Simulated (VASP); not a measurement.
Wanted: the native input for a VASP 6.6.1 run.

| Property | Result |
| --- | --- |
| Task | single point |
| Functional | PBE |
| Potentials or basis | VASP PAW PBE potentials, release 54 (Cu, Mg, B) |
| Cutoff | 520 eV |
| k mesh | 7 × 5 × 5 |
| Occupations | gaussian, width 0.1 eV |
| Spin | no spin polarisation |
| Further INCAR settings | ALGO = Fast; EDIFF = 1e-07; NBANDS = 23 |

The structure of Mg6CuB lies in POSCAR:

```
Mg6CuB
1.0
    3.7090780000      0.0000000000      0.0000000000
    0.0000000000      4.0482210000      4.9555350000
    0.0000000000     -4.0482210000      4.9555350000
Cu Mg B
1 6 1
Direct
    0.0000000000      0.9480530000      0.9480530000
    0.5000000000      0.1373250000      0.1373250000
    0.5000000000      0.1015620000      0.6667150000
    0.5000000000      0.6667150000      0.1015620000
    0.0000000000      0.3703950000      0.3703950000
    0.0000000000      0.4473610000      0.8057860000
    0.0000000000      0.8057860000      0.4473610000
    0.5000000000      0.5228050000      0.5228050000
```

The cell comes from a database or a generator and needn't be the stable form of this composition.

The input as run:

INCAR

```
  PREC = Accurate
  ENCUT = 520
  EDIFF = 1E-7
  ISMEAR = 0
  SIGMA = 0.1
  LREAL = F
  LASPH = T
  NELM = 100
  ALGO = Fast
  ISIF = 2
  LWAVE = F
  LCHARG = F
  GGA = PE
  NBANDS = 23
```

KPOINTS

```
regular mesh
0
Gamma
  7 5 5
```

Potentials or basis: VASP PAW PBE potentials, release 54 (Cu, Mg, B).

Command:

```sh
$ cat potpaw_PBE.54/Cu/POTCAR potpaw_PBE.54/Mg/POTCAR potpaw_PBE.54/B/POTCAR > POTCAR
$ mpirun -np 1 vasp_std > vasp.out
```

Results of the run:

```
Pressure               : 0.4 GPa
Largest force          : 0.116 eV/Å
Band gap on the k mesh : none (metal or under the smearing width)
```

Wall time 100 s on 1 thread of Intel(R) Xeon(R) Platinum 8559C (Emerald Rapids), on a shared host, peak memory 0.3 GiB.
